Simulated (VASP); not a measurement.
A run of VASP 6.6.1 is set up as follows.

INCAR

```
PREC = Accurate ; ENCUT = 500
EDIFF = 1E-6 ; ISMEAR = 0
SIGMA = 0.02 ; LREAL = F
LASPH = T ; NELM = 100
ALGO = Normal ; ISIF = 2
LWAVE = F ; LCHARG = F
GGA = PE ; NBANDS = 26
```

The input KPOINTS:

```
regular mesh
0
Gamma
  4 4 4
```

POSCAR

```
Cu2BrCl
1.0
    1.8555099526      1.0712791706      6.0475086568
   -1.8555099526      1.0712791706      6.0475086568
    0.0000000000     -2.1425583412      6.0475086568
Br Cu Cl
1 2 1
Direct
    0.0000000000      0.0000000000      0.0000000000
    0.7516030000      0.7516030000      0.7516030000
    0.2483970000      0.2483970000      0.2483970000
    0.5000000000      0.5000000000      0.5000000000
```

Potentials or basis: VASP PAW PBE potentials, release 64 (Br_GW, Cu_GW, Cl_GW).

Command:

```bash
$ cat potpaw_PBE.64/Br_GW/POTCAR potpaw_PBE.64/Cu_GW/POTCAR potpaw_PBE.64/Cl_GW/POTCAR > POTCAR
$ mpirun -np 1 vasp_std > vasp.out
```

(1) Predict the band gap on the k mesh.

(2) What does it give for the pressure?

## Answers

(1) 0.17 eV, direct.

(2) 1.0 GPa.

Caveat: the k mesh is coarse (spacing up to 0.50 Å⁻¹), so the values aren't converged.
